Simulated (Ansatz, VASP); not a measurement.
# TiO2 (Anatase): VASP beside Ansatz

Wanted: the spread between two codes on one cell, functional and k mesh. The cell is taken from a series of runs on this material, whose earlier steps may have relaxed, scaled, displaced or heated it; both programs get it as it stands.

Calculated with Ansatz 0.2.0; plane waves, with VASP 6.6.1 beside it; single point at HSE06.

## Step 1: Set-up

It takes space group I4_1/amd (No. 141, tetragonal). The conventional cell has a = 3.803 Å, b = 3.803 Å, c = 9.515 Å, α = 90.00°, β = 90.00°, γ = 90.00°. Nearest to Ti lie 6 O at 1.94 to 1.99 Å. Nearest to O lie 3 Ti at 1.94 to 1.99 Å. Farther neighbours and most contacts between anions are not listed.

Coordinates:

```
Ti O
1.0
    -1.90156    1.90156    4.75730
     1.90156   -1.90156    4.75730
     1.90156    1.90156   -4.75730
Ti O
2 4
Direct
  0.00000 0.00000 0.00000
  0.75000 0.25000 0.50000
  0.20879 0.20879 0.00000
  0.95879 0.45879 0.50000
  0.54121 0.04121 0.50000
  0.79121 0.79121 0.00000
```

## Step 2: VASP: single point, HSE06

With cell and atoms fixed, the geometry can't cause a difference; cores, projectors, grids and the points listed under the comparison can.

Lines of VASP's logs that name or quote its potential files are left out, and so is its time.

The run reads the wave functions of an earlier VASP run, which isn't shown here.

INCAR

```
SYSTEM = TiO2
PREC = Accurate
ENCUT = 520
EDIFF = 1E-06
NELM = 100
ISMEAR = 0
SIGMA = 0.01
LREAL = .FALSE.
ALGO = Normal
LHFCALC = .TRUE.
AEXX = 0.25
GGA = PE
HFSCREEN = 0.208
LASPH = .TRUE.
NBANDS = 30
PRECFOCK = Fast
LORBIT = 11
LWAVE = .FALSE.
LCHARG = .FALSE.
KPAR = 16
ISIF = 2
```

POSCAR

```
TiO2
1.0
   -1.9015605000      1.9015605000      4.7573000000
    1.9015605000     -1.9015605000      4.7573000000
    1.9015605000      1.9015605000     -4.7573000000
Ti O
2 4
Direct
    0.0000000000      0.0000000000      0.0000000000
    0.7500000000      0.2500000000      0.5000000000
    0.2087892117      0.2087892117      0.0000000000
    0.9587892117      0.4587892117      0.5000000000
    0.5412107883      0.0412107883      0.5000000000
    0.7912107883      0.7912107883      0.0000000000
```

KPOINTS

```
Automatic mesh
0
Gamma
6 6 6
0 0 0
```

Potentials, in the order of the species: Ti_sv and O (PBE family, release 64).

Command:

```
mpirun -np 16 vasp_std
```

Numbers of over 12 decimals in the logs are rounded to 6 here.

The log of the run:

```text
[banner, memory and clock lines left out]
running   16 mpi-ranks, on    1 nodes
 distrk:  each k-point on    1 cores,   16 groups
 distr:  one band on    1 cores,    1 groups

 POSCAR found type information on POSCAR TiO
 POSCAR found :  2 types and       6 ions
|                                                                             |
|           W    W    AA    RRRRR   N    N  II  N    N   GGGG   !!!           |
|           W    W   A  A   R    R  NN   N  II  NN   N  G    G  !!!           |
|           W    W  A    A  R    R  N N  N  II  N N  N  G       !!!           |
|           W WW W  AAAAAA  RRRRR   N  N N  II  N  N N  G  GGG   !            |
|           WW  WW  A    A  R   R   N   NN  II  N   NN  G    G                |
|           W    W  A    A  R    R  N    N  II  N    N   GGGG   !!!           |
|                                                                             |
|     For optimal performance we recommend to set                             |
|       NCORE = 2 up to number-of-cores-per-socket                            |
|     NCORE specifies how many cores store one orbital (NPAR=cpu/NCORE).      |
|     This setting can greatly improve the performance of VASP for DFT.       |
|     The default, NCORE=1 might be grossly inefficient on modern             |
|     multi-core architectures or massively parallel machines. Do your        |
|     Unfortunately you need to use the default for GW and RPA                |
|     calculations (for HF NCORE is supported but not extensively tested      |
|     yet).                                                                   |
|                                                                             |

 LDA part: xc-table for (Slater+PW92), standard interpolation
 found WAVECAR, reading the header
 POSCAR, INCAR and KPOINTS ok, starting setup
 FFT: planning ... GRIDC
 FFT: planning ... GRID_SOFT
 FFT: planning ... GRID
 reading WAVECAR
 the WAVECAR file was read successfully
 initial charge from wavefunction
 entering main loop
       N       E                     dE             d eps       ncg     rms          rms(c)
DAV:   1    -0.666592202953E+02   -0.66659E+02   -0.29750E+00  1816   0.159E+01    0.446E+00
DAV:   2    -0.663959356021E+02    0.26328E+00   -0.75396E-01  2112   0.117E+01    0.143E+00
DAV:   3    -0.664227708755E+02   -0.26835E-01   -0.22666E-01  2516   0.380E+00    0.107E+00
DAV:   4    -0.664131696843E+02    0.96012E-02   -0.42007E-02  2308   0.199E+00    0.454E-01
DAV:   5    -0.664148643904E+02   -0.16947E-02   -0.99330E-03  1956   0.652E-01    0.264E-01
DAV:   6    -0.664145192137E+02    0.34518E-03   -0.10359E-03  2164   0.397E-01    0.131E-01
DAV:   7    -0.664146286253E+02   -0.10941E-03   -0.48506E-04  2052   0.144E-01    0.927E-02
DAV:   8    -0.664146368134E+02   -0.81880E-05   -0.91571E-05  2302   0.123E-01    0.529E-02
DAV:   9    -0.664146522311E+02   -0.15418E-04   -0.29019E-05  2026   0.511E-02    0.312E-02
DAV:  10    -0.664146574875E+02   -0.52564E-05   -0.40602E-06  2012   0.207E-02    0.186E-02
DAV:  11    -0.664146606590E+02   -0.31715E-05   -0.24282E-06  1896   0.108E-02    0.120E-02
DAV:  12    -0.664146621480E+02   -0.14890E-05   -0.49512E-07  1098   0.756E-03    0.752E-03
DAV:  13    -0.664146628949E+02   -0.74692E-06   -0.34148E-07   966   0.528E-03
   1 F= -.66414663E+02 E0= -.66414663E+02  d E =0.000000E+00
```

OUTCAR, selected parts (step 2):

```text
ion  position               nearest neighbor table
   1  0.000  0.000  0.000-   5 1.94   4 1.94   5 1.94   4 1.94   3 1.99   6 1.99
   2  0.750  0.250  0.500-   6 1.94   3 1.94   6 1.94   3 1.94   4 1.99   5 1.99
   3  0.209  0.209  0.000-   2 1.94   2 1.94   1 1.99
   4  0.959  0.459  0.500-   1 1.94   1 1.94   2 1.99
   5  0.541  0.041  0.500-   1 1.94   1 1.94   2 1.99
   6  0.791  0.791  0.000-   2 1.94   2 1.94   1 1.99

  LATTYP: Found a body centered tetragonal cell.
 ALAT       =     3.8031210000
 C/A-ratio  =     2.5017873478

 Subroutine GETGRP returns: Found 16 space group operations
 (whereof  8 operations were pure point group operations)

The static configuration has the point symmetry D_2d.
 The point group associated with its full space group is D_4h.

 Found     30 irreducible k-points:

   k-points           NKPTS =     30   k-points in BZ     NKDIM =    216   number of bands    NBANDS=     30

   dimension x,y,z NGX =    42 NGY =   42 NGZ =   42
   dimension x,y,z NGXF=    84 NGYF=   84 NGZF=   84

   ENCUT  =  520.0 eV  38.22 Ry    6.18 a.u.  10.16 10.16 10.16*2*pi/ulx,y,z

   NELECT =      48.0000    total number of electrons

 k-points in reciprocal lattice and weights: Automatic mesh
   0.00000000  0.00000000  0.00000000       0.005
   0.16666667 -0.00000000  0.00000000       0.037
   0.33333333  0.00000000  0.00000000       0.037
   0.50000000 -0.00000000  0.00000000       0.019
   0.16666667  0.16666667  0.00000000       0.037
   0.33333333  0.16666667  0.00000000       0.074
   0.50000000  0.16666667  0.00000000       0.074
  -0.33333333  0.16666667 -0.00000000       0.074
  -0.16666667  0.16666667  0.00000000       0.019
[...]
-0.33333333 -0.33333333  0.33333333       0.009
   0.50000000  0.50000000  0.50000000       0.005

  exchange ACFDT corr.  =         0.00000000  see jH, gK, PRB 81, 115126

 average (electrostatic) potential at core
       1 -72.5000       2 -72.5000       3 -64.0805       4 -64.0805       5 -64.0805
       6 -64.0805

 E-fermi :   2.4847

 k-point     1 :       0.0000    0.0000    0.0000
  band No.  band energies     occupation
    ...
     20       1.4923      2.00000
     21       1.5196      2.00000
     22       1.5196      2.00000
     23       1.8201      2.00000
     24       1.8201      2.00000
     25       5.8554      0.00000
     26       6.7152      0.00000
     27       7.8652      0.00000
     28       7.8652      0.00000
     29       7.9430      0.00000
    ...

 k-point     2 :       0.1667   -0.0000    0.0000
  band No.  band energies     occupation
    ...
     20       0.9028      2.00000
     21       1.2733      2.00000
     22       1.4907      2.00000
     23       1.5528      2.00000
     24       1.8163      2.00000
     25       6.4224      0.00000
     26       6.8330      0.00000
     27       7.2797      0.00000
     28       7.5804      0.00000
     29       7.8095      0.00000
    ...

 k-point     3 :       0.3333    0.0000    0.0000
  band No.  band energies     occupation
    ...
     20       0.2761      2.00000
     21       0.5870      2.00000
     22       1.3939      2.00000
     23       1.4052      2.00000
     24       1.6701      2.00000
     25       6.9576      0.00000
     26       7.2351      0.00000
     27       7.3953      0.00000
     28       7.5257      0.00000
     29       7.8122      0.00000
    ...

  Total       -1.7968441     -1.7968441     -1.5879133      0.0000000     -0.0000000      0.0000000
  in kB      -41.8388897    -41.8388897    -36.9740091      0.0000000     -0.0000000      0.0000000
  external PRESSURE =     -40.2172629 kB  Pullay stress =       0.0000000 kB

  energy-cutoff  :      520.00
  volume of cell :       68.81
      direct lattice vectors                 reciprocal lattice vectors
    -1.901560500  1.901560500  4.757300000     0.000000000  0.262941936  0.105101633
     1.901560500 -1.901560500  4.757300000     0.262941936  0.000000000  0.105101633
     1.901560500  1.901560500 -4.757300000     0.262941936  0.262941936  0.000000000

 POSITION                                       TOTAL-FORCE (eV/Angst)
 -----------------------------------------------------------------------------------
      0.00000      0.00000      0.00000        -0.000000     -0.000000     -0.000000
      0.00000      1.90156      2.37865        -0.000000     -0.000000     -0.000000
      0.00000      0.00000      1.98655        -0.000000      0.000000     -0.239117
      0.00000      1.90156      4.36520         0.000000     -0.000000     -0.239117
     -0.00000      1.90156      0.39210         0.000000     -0.000000      0.239117
      0.00000      0.00000      7.52805        -0.000000      0.000000      0.239117
 -----------------------------------------------------------------------------------
    total drift:                               -0.000000     -0.000001     -0.000000

  FREE ENERGIE OF THE ION-ELECTRON SYSTEM (eV)
  ---------------------------------------------------
  free  energy   TOTEN  =       -66.4146628949 eV

  energy  without entropy=      -66.4146628949  energy(sigma->0) =      -66.41466289

 total charge
# of ion       s       p       d       tot
------------------------------------------
    1        2.226   6.312   1.597  10.135
    2        2.226   6.312   1.597  10.135
    3        1.574   3.543   0.000   5.116
    4        1.574   3.543   0.000   5.116
    5        1.574   3.543   0.000   5.116
    6        1.574   3.543   0.000   5.116
--------------------------------------------------
tot         10.746  26.795   3.195  40.736

[... 3 further parts left out ...]
```

This run has no spin polarisation, so a moment on Ti, if there is one, isn't seen.

[end of part 1 of 2]

[Lines on the potential files, build, host, timing and source positions are cut from VASP's logs without a mark.]

[Logs are printed without paths, hosts, clocks, repeated set-up lines and the standing remarks that a program may print on its own settings, such as how far it seeks lower states.]

[Hosts, paths, dates, database ids (printed as entryN), source tags and the programs' standing remarks are cut or masked in the printed files.]
